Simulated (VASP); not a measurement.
## InBiP2 with PBE: from relaxation to properties

What structure does InBiP2 take at this level, and what are its properties? The steps: rough relaxation of the start cell, relaxing cell and atoms (PBE), density, ELF and potential (PBE), band structure (PBE), total and projected DOS (PBE), core-level energies (PBE) and band structure (HSE06). The cell is invented: it takes the structure of COD entry 1010146, InP (space group 216 there), with some of its atoms replaced by other elements, volume scaled by an estimate. It may not be a known or stable phase.

Main program and level: VASP 6.6.1; PBE; plane waves and PAW (Bi_d, In_d, P).

This is a report of a sequence of runs, with most program output left out.

### 1. The structure

Before any relaxation, the start is as follows. Symmetry: R3m, No. 160, trigonal system. Conventional cell: a = 4.143 Å, b = 4.143 Å, c = 20.298 Å, α = 90.00°, β = 90.00°, γ = 120.00°. Nearest to Bi lie 4 P at 2.54 Å. Nearest to In lie 4 P at 2.54 Å. Nearest to P lie 3 Bi at 2.54 Å and 1 In at 2.54 Å. Nearest to P lie 3 In at 2.54 Å and 1 Bi at 2.54 Å. It derives from InP. it takes the structure of COD entry 1010146, InP (space group 216 there), with some of its atoms replaced by other elements, volume scaled by an estimate. Farther neighbours are not listed.

Coordinates:

```xyz
4
Lattice="2.0717 1.1961 6.7661 -2.0717 1.1961 6.7661 0.0000 -2.3922 6.7661" Properties=species:S:1:pos:R:3 pbc="T T T"
Bi    0.0000    0.0000   10.1491
In    0.0000    0.0000    0.0000
P     0.0000    0.0000    2.5373
P     0.0000    0.0000   12.6864
```

### 2. Rough relaxation of the start cell

The start is only an estimate, so a cheap relaxation brings it near a minimum before any careful run. PBE, the usual starting point, adds the gradient of the density.

Contents of INCAR:

```
SYSTEM = InBiP2
PREC = Normal
ENCUT = 400
EDIFF = 1E-05
NELM = 60
ISMEAR = 0
SIGMA = 0.05
LREAL = .FALSE.
ALGO = Fast
GGA = PE
NBANDS = 25
LORBIT = 11
LWAVE = .FALSE.
LCHARG = .FALSE.
KPAR = 2
IBRION = 2
NSW = 40
ISIF = 3
EDIFFG = -0.04
```

Contents of POSCAR:

```
InBiP2
1.0
    2.0716860000      1.1960880000      6.7660980000
   -2.0716860000      1.1960880000      6.7660980000
    0.0000000000     -2.3921770000      6.7660980000
Bi In P
1 1 2
Direct
    0.5000000000      0.5000000000      0.5000000000
    0.0000000000      0.0000000000      0.0000000000
    0.1250000000      0.1250000000      0.1250000000
    0.6250000000      0.6250000000      0.6250000000
```

Contents of KPOINTS:

```
Automatic mesh
0
Gamma
5 5 5
0 0 0
```

The projector-augmented-wave data sets are Bi_d, In_d and P (PBE family, release 64).

On the command line:

```console
$ mpirun -np 2 vasp_std
```

Run time: 3.6 min. Hardware: 2 MPI ranks of AMD EPYC 7R43, shared host; peak memory 0.41 GiB; 7.1 min of CPU time.

The gap is read on the k-mesh alone, so it is an upper bound where the band edges lie off the mesh. This relaxation is a rough one on cheap settings, only to bring the start near its minimum. After so large a change of volume the plane waves of the start cell no longer fit, so the final stress carries a basis-set error. The run keeps the 6 symmetry operations of its start, so it cannot find a distortion of lower symmetry.

Relaxation path:

| step | energy less that of the first step (eV) | largest force (eV/Å) | pressure (GPa) | volume (Å³) |
| --- | --- | --- | --- | --- |
| 1 | 0.0000 | 1.7353 | 14.24 | 100.60 |
| 2 | -0.7773 | 0.2816 | -4.41 | 136.77 |
| 3 | -0.9623 | 0.6161 | -0.37 | 123.75 |
| 4 | -0.9925 | 0.4377 | -0.30 | 123.01 |
| 5 | -1.0262 | 0.1783 | 0.23 | 121.26 |
| 6 | -1.0507 | 0.1851 | -0.09 | 121.80 |
| 7 | -1.0692 | 0.3868 | -0.45 | 122.60 |
| 8 | -1.0876 | 0.3640 | -0.18 | 121.76 |
| 9 | -1.0975 | 0.3541 | 0.12 | 120.89 |
| 10 | -1.0985 | 0.3520 | 0.29 | 120.45 |
| 11 | -1.1073 | 0.2111 | -0.09 | 121.23 |
| 12 | -1.1094 | 0.1971 | -0.29 | 121.83 |
| 13 | -1.1145 | 0.0752 | -0.04 | 121.06 |
| 14 | -1.1148 | 0.0569 | 0.03 | 120.89 |
| 15 | -1.1148 | 0.0536 | 0.07 | 120.85 |
| 16 | -1.1151 | 0.0277 | -0.01 | 121.07 |

| cell as run | before | after | change |
| --- | --- | --- | --- |
| a (Å) | 7.177 | 8.254 | +15.0 % |
| b (Å) | 7.177 | 8.254 | +15.0 % |
| c (Å) | 7.177 | 8.254 | +15.0 % |
| α (°) | 33.56 | 29.55 | -11.9 % |
| β (°) | 33.56 | 29.55 | -11.9 % |
| γ (°) | 33.56 | 29.55 | -11.9 % |
| volume (Å³/atom) | 25.15 | 30.27 | +20.4 % |

The atoms that moved most (Å, as changes of fractional coordinates times the final cell):

| atom | dx | dy | dz | length |
| --- | --- | --- | --- | --- |
| P3 | 0.000 | 0.000 | -0.274 | 0.274 |
| P4 | 0.000 | 0.000 | 0.216 | 0.216 |
| In2 | 0.000 | 0.000 | 0.033 | 0.033 |
| Bi1 | 0.000 | 0.000 | 0.025 | 0.025 |

The relaxed structure:

```xyz
4
Lattice="2.1049 1.2153 7.8880 -2.1049 1.2153 7.8880 0.0000 -2.4306 7.8880" Properties=species:S:1:pos:R:3 pbc="T T T"
Bi    0.0000    0.0000   11.8569
In    0.0000    0.0000    0.0333
P     0.0000    0.0000    2.6841
P     0.0000    0.0000   15.0057
```

Numbers from this step:

```yaml
electrons: 38
bands: 25
irreducible_k_points: 19
symmetry_operations: 6
free_energy_toten: -16.79 eV
fermi_energy: 4.644 eV
pressure: -0.01191 GPa
metallic: no
valence_top_at_k: -0.4, 0.4, 0.4
conduction_bottom_at_k: -0.4, -0.4, 0.2
least_direct_gap_at_k: 0.4, 0.2, 0.2
scf_cycles_over_all_ionic_steps: 141
gap_on_the_k_mesh: 0.5064 eV
least_direct_gap_on_the_k_mesh: 0.7438 eV
```

It ends with a largest force of 0.028 eV/Å and a pressure of -0.01 GPa.

### 3. Relaxing cell and atoms (PBE)

Properties are meant for the cell that this level of theory prefers, so cell and atoms are relaxed first (ISIF = 3) until forces and stress are small; EDIFFG sets the threshold.

Contents of INCAR:

```
SYSTEM = InBiP2
PREC = Accurate
ENCUT = 400
EDIFF = 1E-06
NELM = 100
ISMEAR = 0
SIGMA = 0.05
LREAL = .FALSE.
ALGO = Normal
GGA = PE
NBANDS = 25
LORBIT = 11
LWAVE = .FALSE.
LCHARG = .FALSE.
KPAR = 2
IBRION = 2
NSW = 60
ISIF = 3
EDIFFG = -0.01
```

Contents of POSCAR:

```
InBiP2
1.0
    2.1049309675      1.2152819284      7.8880047086
   -2.1049309675      1.2152819284      7.8880047086
    0.0000000000     -2.4305650331      7.8880047386
Bi In P
1 1 2
Direct
    0.5010533852      0.5010533852      0.5010533852
    0.0014087320      0.0014087320      0.0014087320
    0.1134239770      0.1134239770      0.1134239769
    0.6341139058      0.6341139058      0.6341139059
```

Contents of KPOINTS:

```
Automatic mesh
0
Gamma
7 7 7
0 0 0
```

On the command line:

```console
$ mpirun -np 2 vasp_std
```

The job ended after 7 min (2 MPI ranks; peak memory 0.86 GiB; 14 min of CPU time).

Step by step:

| step | energy less that of the first step (eV) | largest force (eV/Å) | pressure (GPa) | volume (Å³) |
| --- | --- | --- | --- | --- |
| 1 | 0.0000 | 0.0474 | 0.15 | 121.07 |
| 2 | -0.0005 | 0.0138 | -0.06 | 121.56 |
| 3 | -0.0005 | 0.0121 | -0.09 | 121.62 |
| 4 | -0.0007 | 0.0115 | -0.05 | 121.50 |
| 5 | -0.0008 | 0.0217 | -0.01 | 121.44 |
| 6 | -0.0008 | 0.0082 | 0.00 | 121.38 |

| conventional cell, symmetrised | before | after | change |
| --- | --- | --- | --- |
| a (Å) | 4.210 | 4.204 | -0.1 % |
| b (Å) | 4.210 | 4.204 | -0.1 % |
| c (Å) | 23.664 | 23.794 | +0.5 % |
| volume (Å³/atom) | 30.27 | 30.34 | +0.3 % |

The relaxed structure:

```cif
data_structure
_symmetry_space_group_name_H-M 'P 1'
_symmetry_Int_Tables_number 1
_cell_length_a 8.2943
_cell_length_b 8.2943
_cell_length_c 8.2943
_cell_angle_alpha 29.359
_cell_angle_beta 29.359
_cell_angle_gamma 29.359
_cell_volume 121.38
loop_
_atom_site_label
_atom_site_type_symbol
_atom_site_fract_x
_atom_site_fract_y
_atom_site_fract_z
_atom_site_occupancy
Bi1 Bi 0.50128 0.50128 0.50128 1
In2 In 0.00132 0.00132 0.00132 1
P3 P 0.11344 0.11344 0.11344 1
P4 P 0.63396 0.63396 0.63396 1
```

This step gave:

```
irreducible k-points            : 44
free energy (TOTEN)             : -16.82 eV
Fermi energy                    : 4.632 eV
pressure                        : -0.004599 GPa
valence top at k                : -0.4286, 0.4286, 0.4286
conduction bottom at k          : -0.4286, -0.4286, 0.1429
least direct gap at k           : 0.4286, 0.1429, 0.1429
SCF cycles over all ionic steps : 43
gap on the k-mesh               : 0.3234 eV
least direct gap on the k-mesh  : 0.6790 eV
```

It ends with a largest force of 0.008 eV/Å and a pressure of 0.00 GPa.

### 4. Density, ELF and potential (PBE)

The relaxed cell gets a fresh self-consistent run, on a basis set for its own volume, to fix the density and to check the remaining stress.

INCAR: that of step 3 with these lines changed.

```diff
@@ -13,7 +13,5 @@
 LWAVE = .FALSE.
-LCHARG = .FALSE.
-KPAR = 2
-IBRION = 2
-NSW = 60
-ISIF = 3
-EDIFFG = -0.01
+LCHARG = .TRUE.
+ISIF = 2
+LELF = .TRUE.
+LVHAR = .TRUE.
```

Contents of POSCAR:

```
InBiP2
1.0
    2.1018449888      1.2135002369      7.9312849891
   -2.1018449888      1.2135002369      7.9312849891
    0.0000000000     -2.4270016545      7.9312850203
Bi In P
1 1 2
Direct
    0.5012803093      0.5012803093      0.5012803093
    0.0013209236      0.0013209236      0.0013209236
    0.1134403002      0.1134403002      0.1134403001
    0.6339584669      0.6339584669      0.6339584670
```

KPOINTS is that of step 3.

On the command line:

```console
$ mpirun -np 2 vasp_std
```

Wall time 2.9 min (2 MPI ranks); peak memory 0.55 GiB.

Numbers from this step:

| Quantity | Value |
| --- | --- |
| SCF cycles | 15 |
| bands | 26 |
| pressure | 0.004092 GPa |
| gap on the k-mesh | 0.3233 eV |

Valence electrons inside each PAW sphere by angular momentum. Sphere charges, by row:

| atom | s (e) | p (e) | d (e) | tot (e) |
| --- | --- | --- | --- | --- |
| Bi1 | 1.592 | 1.203 | 9.928 | 12.72 |
| In2 | 0.834 | 0.695 | 9.894 | 11.42 |
| P3 | 1.075 | 1.379 | 0 | 2.454 |
| P4 | 1.053 | 1.433 | 0 | 2.486 |

Valence density in the ac plane of the cell as run, not the conventional one, at fractional y = 0.001, with atoms of In within 0.2 Å of it. It is the smooth field of the valence electrons, not physical close to the nuclei.

Ten steps, logarithmic in the rise over the least value, from '_' (0 e/Å³) to '@' (10 e/Å³), each cell a mean:
```
@@@@%%++::::--------::..________________::==##
##@@%%##==::::::::::::....________________::==
==##%%##++--......::::......________________::
..--++****--::..............__________________
__..--======::....____....____________________
____..::----::::..____________________________
______..::::::::..____________________________
________....::::....__________________________
__________....::::....________________________
____________....::......______________....____
______________....::......__________........__
..______________....::......________..........
::..______________....::......________..::::::
::::....____________....::......______..::::--
----::....____________....::::............::--
====----::..____________....::::::::......::--
========--::..____________....::::::::::..::--
--========--::..____________....::--==----::::
----==--====--::..____________..::--==**++==::
----====--====--....____________..::==**####++
++----========--::..______________..--++%%%%%%
%%++------======--::..______________..--##@@@@
@@%%++------====--::::..______________..==##@@
```
Columns run along a (8.3 Å), rows up along c (8.3 Å). Atoms in or near the plane, at fractional coordinates: In at (0.00, 0.00).

ELF in the ac plane of the cell as run, not the conventional one, at fractional y = 0.001, with atoms of In within 0.2 Å of it. It is the smooth field of the valence electrons, not physical close to the nuclei.

Ten even steps from '0' (0.02) to '9' (0.86), each cell a mean:
```
00123799987410000001231
10013368887531000000123
31012235677642100000012
23222322355542110000001
12233322123332111000000
01223332211111111100000
00122333220000001110000
00012344431000000111000
00001345543100000111100
00000235665310000122210
00000024566531000134431
21000013466653100135654
53110001355665310135777
86421000135666432125788
98752100013456542213689
99985210001345543222589
98898521000123443322369
99789852100002333333237
79977985210000122332233
38987898521000012232112
24899789741000001222001
02489989863100000123100
00237999985200000012310
```
Columns run along a (8.3 Å), rows up along c (8.3 Å). Atoms in or near the plane, at fractional coordinates: In at (0.00, 0.00).

Electrostatic potential energy in the ac plane of the cell as run, not the conventional one, at fractional y = 0.001, with atoms of In within 0.2 Å of it. With pseudopotentials it is smooth inside the atoms' cores, unlike the true potential.

Values in eV, 12 rows by 16 columns, each cell a mean:
```
-69 -71 -37  -4  -2  -6  -4   0   2   2   2   3   3   2  -5 -38
-21 -52 -59 -24  -2   1   1   1   2   2   2   2   3   3   3  -1
  2  -3 -17 -21  -7   1   3   3   3   3   2   2   2   2   3   3
  3   3   1  -1  -2   0   2   4   4   4   3   2   2   2   2   3
  3   3   4   3   2   1   2   3   4   4   4   3   3   2   2   2
  2   3   3   4   4   3   2   2   3   4   4   4   3   2   2   2
  1   2   2   3   4   4   3   2   2   3   3   3   3   2   0  -1
-10  -3   1   2   3   3   4   3   2   2   1   1   2   2  -1  -7
-27 -42 -19  -1   2   2   3   4   4   3   1  -2  -5  -3   0  -3
 -7 -43 -67 -36  -5   1   2   3   4   4   2  -1 -18 -35 -23  -5
-18  -6 -34 -63 -39  -5   1   2   3   3   3   2  -5 -41 -69 -55
-68 -32  -5 -15 -32 -19  -3   2   2   3   3   3   2  -8 -49 -73
```
Columns run along a (8.3 Å; values clipped at the 3rd and 97th percentile), rows up along c (8.3 Å). Atoms in or near the plane, at fractional coordinates: In at (0.00, 0.00).

In this run the pressure is 0.00 GPa, small enough to go on.

### 5. Band structure (PBE)

The mesh alone shows little of the dispersion and can miss band extrema, so KPOINTS_OPT adds a path through the symmetry points after the self-consistent cycle.

Contents of INCAR:

```
SYSTEM = InBiP2
PREC = Accurate
ENCUT = 400
EDIFF = 1E-06
NELM = 100
ISMEAR = 0
SIGMA = 0.05
LREAL = .FALSE.
ALGO = Normal
GGA = PE
NBANDS = 33
LORBIT = 11
LWAVE = .FALSE.
LCHARG = .FALSE.
KPAR = 2
```

POSCAR is that of step 4.

KPOINTS is that of step 4.

Contents of KPOINTS_OPT:

```
Line mode
16
Line-mode
Reciprocal
  0.00000000   0.00000000   0.00000000 GAMMA
  0.50000000   0.00000000   0.00000000 L

  0.50000000   0.00000000   0.00000000 L
  0.50000000   0.18227303  -0.18227303 B1

  0.81772697   0.50000000   0.18227303 B
  0.50000000   0.50000000   0.50000000 Z

  0.50000000   0.50000000   0.50000000 Z
  0.00000000   0.00000000   0.00000000 GAMMA

  0.00000000   0.00000000   0.00000000 GAMMA
  0.34113651   0.00000000  -0.34113651 X

  0.65886349   0.34113651   0.00000000 Q
  0.50000000   0.50000000   0.00000000 F

  0.50000000   0.50000000   0.00000000 F
  0.65886349   0.65886349   0.18227303 P1

  0.65886349   0.65886349   0.18227303 P1
  0.50000000   0.50000000   0.50000000 Z

  0.50000000   0.00000000   0.00000000 L
  0.81772697   0.34113651   0.34113651 P
```

On the command line:

```console
$ mpirun -np 2 vasp_std
```

The job ended after 11 min (2 MPI ranks; peak memory 0.81 GiB; 21 min of CPU time).

Spin-orbit coupling is off here; with elements this heavy it splits and shifts levels by tenths of an eV or more.

This step gave:

| Property | Result |
| --- | --- |
| bands | 33 |
| pressure | 0.002848 GPa |
| least gap on mesh and path | 0.1204 eV |
| least direct gap on mesh and path | 0.6790 eV |
| valence top at k | 0.6059, 0.5, 0.3941 |
| conduction bottom at k | 0.5, 0.5, 0 |

Electronic bands along the path, in eV, zero at the valence-band top; v1 is the highest filled band, c1 the lowest empty one:

| point | v4 | v3 | v2 | v1 | c1 | c2 | c3 | c4 |
| --- | --- | --- | --- | --- | --- | --- | --- | --- |
| Γ | -1.77 | -1.41 | -0.44 | -0.44 | 0.33 | 1.68 | 1.72 | 1.72 |
| 0.53 of the way | -2.49 | -2.16 | -1.26 | -0.59 | 0.58 | 2.23 | 2.66 | 2.87 |
| L | -3.22 | -2.91 | -1.73 | -0.16 | 0.63 | 2.11 | 2.46 | 3.02 |
| 0.47 of the way | -3.26 | -3.12 | -2.35 | -0.14 | 1.45 | 1.92 | 2.65 | 3.46 |
| B1 | -3.33 | -2.89 | -2.67 | -0.56 | 1.05 | 1.93 | 3.37 | 4.01 |
| jump to B | -3.33 | -2.89 | -2.67 | -0.56 | 1.05 | 1.93 | 3.37 | 4.01 |
| 0.53 of the way | -2.87 | -2.38 | -1.51 | -0.16 | 1.27 | 1.54 | 2.93 | 3.08 |
| Z | -1.72 | -0.85 | -0.57 | -0.57 | 1.19 | 1.42 | 1.89 | 1.89 |
| 0.47 of the way | -1.74 | -1.01 | -0.51 | -0.51 | 0.71 | 1.57 | 1.81 | 1.81 |
| Γ | -1.77 | -1.41 | -0.44 | -0.44 | 0.33 | 1.68 | 1.72 | 1.72 |
| 0.47 of the way | -2.97 | -1.98 | -1.38 | -0.86 | 1.38 | 1.94 | 2.56 | 3.35 |
| X | -3.34 | -2.91 | -2.67 | -0.54 | 1.16 | 1.83 | 3.42 | 3.99 |
| jump to Q | -3.34 | -2.91 | -2.67 | -0.54 | 1.16 | 1.83 | 3.42 | 3.99 |
| 0.47 of the way | -3.21 | -2.66 | -2.31 | -0.88 | 0.56 | 2.03 | 2.60 | 3.69 |
| F | -2.98 | -2.28 | -1.58 | -1.55 | 0.12 | 1.52 | 2.64 | 2.82 |
| 0.53 of the way | -2.97 | -2.45 | -1.59 | -1.37 | 0.16 | 1.55 | 2.67 | 2.79 |
| P1 | -2.96 | -2.70 | -1.61 | -1.08 | 0.25 | 1.61 | 2.72 | 2.73 |
| 0.47 of the way | -2.54 | -2.47 | -1.16 | -0.48 | 0.81 | 2.13 | 2.54 | 2.80 |
| Z | -1.72 | -0.85 | -0.57 | -0.57 | 1.19 | 1.42 | 1.89 | 1.89 |
| jump to L | -3.22 | -2.91 | -1.73 | -0.16 | 0.63 | 2.11 | 2.46 | 3.02 |
| 0.53 of the way | -3.06 | -2.93 | -1.68 | -0.51 | 0.52 | 1.85 | 2.53 | 2.91 |
| P | -2.96 | -2.70 | -1.61 | -1.08 | 0.25 | 1.61 | 2.72 | 2.73 |

Of the projections kept (Bi, In, P), the largest for each band there; the rest of the weight can lie on other orbitals:

| point | v4 | v3 | v2 | v1 | c1 | c2 | c3 | c4 |
| --- | --- | --- | --- | --- | --- | --- | --- | --- |
| Γ | P 0.58 | P 0.57 | P 0.71 | P 0.71 | P 0.42 | In 0.45 | Bi 0.75 | Bi 0.75 |
| L | P 0.51 | P 0.50 | P 0.62 | P 0.76 | Bi 0.56 | In 0.60 | Bi 0.42 | Bi 0.60 |
| B1 | P 0.51 | P 0.55 | P 0.49 | P 0.71 | Bi 0.38 | Bi 0.44 | Bi 0.55 | P 0.53 |
| B | P 0.51 | P 0.55 | P 0.49 | P 0.71 | Bi 0.38 | Bi 0.44 | Bi 0.55 | P 0.53 |
| Z | P 0.59 | P 0.54 | P 0.68 | P 0.68 | P 0.48 | P 0.48 | Bi 0.73 | Bi 0.73 |
| Γ | P 0.58 | P 0.57 | P 0.71 | P 0.71 | P 0.42 | In 0.45 | Bi 0.75 | Bi 0.75 |

The path lowers the gap by 0.20 eV against the mesh alone, so a band edge lies off the mesh.

(Part 1 of 2 ends here.)

[Lines on the potential files, build, host, timing and source positions are cut from VASP's logs without a mark.]

[Logs are printed without paths, hosts, clocks, repeated set-up lines and the standing remarks that a program may print on its own settings, such as how far it seeks lower states.]

[Hosts, paths, dates, database ids (printed as entryN), source tags and the programs' standing remarks are cut or masked in the printed files.]

[A measured line is paired with the nearest computed mode of its activity, which favours agreement.]
